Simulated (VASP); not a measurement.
Data:

```yaml
crystal:
  lattice:
    - [1.77618, -3.07643, 0.00000]
    - [1.77618, 3.07643, 0.00000]
    - [0.00000, 0.00000, 5.46074]
  atoms:
    - { symbol: Er, position: [0.33333, 0.66667, 0.25000] }
    - { symbol: Er, position: [0.66667, 0.33333, 0.75000] }
```

Level of theory: optB88-vdW, VASP's PBE PAW potentials (set 64) (plane waves; VASP). Run with 520 eV cut-off, Gaussian smearing of 0.050 eV, potentials Er_3.

The 4f electrons are frozen in the core of the lanthanide potential, so 4f levels, which can set the real gap, and their magnetism are missing.

Problem. Estimate the band gap (along the path) with the smallest direct gap where there is one.

Solution. 
The band gap (along the path) is none (metal, semimetal or under 0.01 eV).

Total energies compare only between runs with the same potentials, cut-off and functional.

The compound is Er in the hcp structure. It was relaxed first.
